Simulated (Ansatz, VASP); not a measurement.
# SnSe (puckered SnSe 3 layers, AB): VASP beside Ansatz, part 2 of 2

Wanted: the spread between two codes on one cell, functional and k mesh. The cell is taken from a series of runs on this material, whose earlier steps may have relaxed, scaled, displaced or heated it; both programs get it as it stands.

VASP 6.6.1 and Ansatz 0.2.0.

So far: Set-up; Ansatz: single point, PBE with D3(BJ); VASP: single point, PBE with D3(BJ).

### Step 3. VASP: single point, PBE with D3(BJ) (continued)

Level of this step: PBE with D3(BJ); plane waves and PAW (Sn_d, Se) (VASP).

Numbers of over 12 decimals in the logs are rounded to 6 here.

OUTCAR, selected parts (step 3):

```text
ion  position               nearest neighbor table
   1  0.021  0.000  0.278-   8 2.72   7 2.89   7 2.89   7 3.17   7 3.17
   2  0.526  0.500  0.367-   7 2.74   8 2.88   8 2.88   8 3.19   8 3.19   3 3.54   3 3.56
   3  0.030  0.500  0.454-  10 2.74   9 2.87   9 2.87   9 3.20   9 3.20   2 3.54   2 3.56
   4  0.530  0.000  0.546-   9 2.74  10 2.87  10 2.87  10 3.20  10 3.20   5 3.54   5 3.56
   5  0.026  0.000  0.633-  12 2.74  11 2.88  11 2.88  11 3.19  11 3.19   4 3.54   4 3.56
   6  0.521  0.500  0.722-  11 2.72  12 2.89  12 2.89  12 3.17  12 3.17
   7  0.474  0.500  0.283-   2 2.74   1 2.89   1 2.89   1 3.17   1 3.17
   8  0.975  0.000  0.361-   1 2.72   2 2.88   2 2.88   2 3.19   2 3.19
   9  0.474  0.000  0.462-   4 2.74   3 2.87   3 2.87   3 3.20   3 3.20
  10  0.974  0.500  0.538-   3 2.74   4 2.87   4 2.87   4 3.20   4 3.20
  11  0.475  0.500  0.639-   6 2.72   5 2.88   5 2.88   5 3.19   5 3.19
  12  0.974  0.000  0.717-   5 2.74   6 2.89   6 2.89   6 3.17   6 3.17

  LATTYP: Found a simple orthorhombic cell.
 ALAT       =     4.2316266001
 B/A-ratio  =     1.0188009671
 C/A-ratio  =     7.6599646493

 Subroutine GETGRP returns: Found  4 space group operations
 (whereof  2 operations were pure point group operations)

The static configuration has the point symmetry C_1h.
 The point group associated with its full space group is C_2v.

 Found     36 irreducible k-points:

   k-points           NKPTS =     36   k-points in BZ     NKDIM =     36   number of bands    NBANDS=     74

   dimension x,y,z NGX =    28 NGY =   28 NGZ =  216
   dimension x,y,z NGXF=    56 NGYF=   56 NGZF=  432

   ENCUT  =  400.0 eV  29.40 Ry    5.42 a.u.   7.03  6.90 52.86*2*pi/ulx,y,z

   NELECT =     120.0000    total number of electrons

 k-points in reciprocal lattice and weights: Automatic mesh
   0.00000000  0.00000000  0.00000000       0.010
   0.10000000  0.00000000  0.00000000       0.020
   0.20000000  0.00000000  0.00000000       0.020
   0.30000000  0.00000000  0.00000000       0.020
   0.40000000  0.00000000  0.00000000       0.020
   0.50000000  0.00000000  0.00000000       0.010
   0.00000000  0.10000000  0.00000000       0.020
   0.10000000  0.10000000  0.00000000       0.040
   0.20000000  0.10000000  0.00000000       0.040
[...]
0.40000000  0.50000000  0.00000000       0.020
   0.50000000  0.50000000  0.00000000       0.010

 dipolmoment           0.000000      0.000000     -0.000000 electrons x Angstroem

 average (electrostatic) potential at core
       1-105.9294       2-105.9922       3-105.9988       4-105.9988       5-105.9922
       6-105.9294       7 -57.0113       8 -57.1144       9 -57.1080      10 -57.1080
      11 -57.1144      12 -57.0113

 E-fermi :   1.3440

 k-point     1 :       0.0000    0.0000    0.0000
  band No.  band energies     occupation
    ...
     56      -0.7809      2.00000
     57      -0.7577      2.00000
     58       0.3657      2.00000
     59       0.4570      2.00000
     60       0.4638      2.00000
     61       1.7631      0.00046
     62       2.8915      0.00000
     63       3.9528      0.00000
     64       3.9907      0.00000
     65       4.1565      0.00000
    ...

 k-point     2 :       0.1000    0.0000    0.0000
  band No.  band energies     occupation
    ...
     56      -0.7006      2.00000
     57      -0.6133      2.00000
     58       0.3074      2.00000
     59       0.4216      2.00000
     60       0.4337      2.00000
     61       1.8414      0.00010
     62       2.9392      0.00000
     63       3.6177      0.00000
     64       3.8645      0.00000
     65       4.2301      0.00000
    ...

 k-point     3 :       0.2000    0.0000    0.0000
  band No.  band energies     occupation
    ...
     56      -0.3166      2.00000
     57      -0.0274      2.00000
     58       0.1776      2.00000
     59       0.3636      2.00000
     60       0.4003      2.00000
     61       2.0593      0.00000
     62       2.6917      0.00000
     63       3.1301      0.00000
     64       3.1997      0.00000
     65       3.9793      0.00000
    ...

 Edisp (eV)   -3.86223

  Total      -0.01400    -0.03473     0.05874     0.00000     0.00000     0.00000
  in kB      -0.03793    -0.09410     0.15916     0.00000     0.00000     0.00000
  external pressure =        0.01 kB  Pullay stress =        0.00 kB

  energy-cutoff  :      400.00
  volume of cell :      591.34
      direct lattice vectors                 reciprocal lattice vectors
     4.311185273  0.000000000  0.000000000     0.231954773  0.000000000  0.000000000
     0.000000000  4.231626600  0.000000000     0.000000000  0.236315747  0.000000000
     0.000000000  0.000000000 32.414110166     0.000000000  0.000000000  0.030850762

 POSITION                                       TOTAL-FORCE (eV/Angst)
 -----------------------------------------------------------------------------------
      0.08895      0.00000      9.00000        -0.010023      0.000000     -0.014234
      2.26697      2.11581     11.90998        -0.010175      0.000000      0.009365
      0.12761      2.11581     14.72505        -0.008543      0.000000     -0.013051
      2.28320      0.00000     17.68906        -0.008543      0.000000      0.013051
      0.11138      0.00000     20.50413        -0.010175      0.000000     -0.009365
      2.24454      2.11581     23.41411        -0.010023      0.000000      0.014234
      2.04458      2.11581      9.18212         0.008706      0.000000     -0.007867
      4.20483      0.00000     11.71264         0.009692      0.000000      0.012290
      2.04502      0.00000     14.96144         0.010343      0.000000     -0.012244
      4.20061      2.11581     17.45267         0.010343      0.000000      0.012244
      2.04924      2.11581     20.70147         0.009692      0.000000     -0.012290
      4.20017      0.00000     23.23199         0.008706      0.000000      0.007867
 -----------------------------------------------------------------------------------
    total drift:                               -0.001450     -0.000000      0.000006

  FREE ENERGIE OF THE ION-ELECTRON SYSTEM (eV)
  ---------------------------------------------------
  free  energy   TOTEN  =       -52.8500941873 eV

  energy  without entropy=      -52.8500742463  energy(sigma->0) =      -52.85008422

 vacuum level on the upper side and lower side of the slab         5.283         5.283

 total charge
# of ion       s       p       d       tot
------------------------------------------
    1        1.368   0.722   9.987  12.077
    2        1.354   0.729   9.996  12.078
    3        1.352   0.732   9.995  12.080
    4        1.352   0.732   9.995  12.080
    5        1.354   0.729   9.996  12.078
    6        1.368   0.722   9.987  12.077
    7        1.472   2.325   0.023   3.819
    8        1.473   2.323   0.026   3.822
    9        1.474   2.321   0.025   3.820
   10        1.474   2.321   0.025   3.820
   11        1.473   2.323   0.026   3.822
   12        1.472   2.325   0.023   3.819
--------------------------------------------------
tot         16.984  18.304  60.105  95.393

[... 3 further parts left out ...]
```

### Step 4. Side by side

Known differences besides the potentials themselves: the data sets hold 180 valence electrons in Ansatz (on its default PAW (the set named soft_2) files) and 120 in VASP; the cutoff is 420 eV in Ansatz and 400 eV in VASP. Total energies have different zeros and are not compared.

The two programs side by side:

```
              quantity  Ansatz   VASP  difference
gap on the k mesh (eV)   0.828  0.820      +0.008
```

A gap on the mesh is an upper bound, since the band edges may lie between its points. With vacuum in the cell, a pressure given here is an average over mostly empty space and none of the material.

### Step 5. Outcome

```
difference in gap on the k mesh (single point, PBE with D3(BJ)) : 0.0084 eV
```

The difference in gap on the k mesh is 0.0084 eV (single point, PBE with D3(BJ)), within the 0.08 eV picked in this series as the mark of a large difference. The data sets hold unlike numbers of valence electrons (180 in Ansatz and 120 in VASP), so part of the differences comes from the potentials. How closely two codes agree says nothing of how well the functional describes the real material.

[Lines on the potential files, build, host, timing and source positions are cut from VASP's logs without a mark.]

[Logs are printed without paths, hosts, clocks, repeated set-up lines and the standing remarks that a program may print on its own settings, such as how far it seeks lower states.]

[Hosts, paths, dates, database ids (printed as entryN), source tags and the programs' standing remarks are cut or masked in the printed files.]
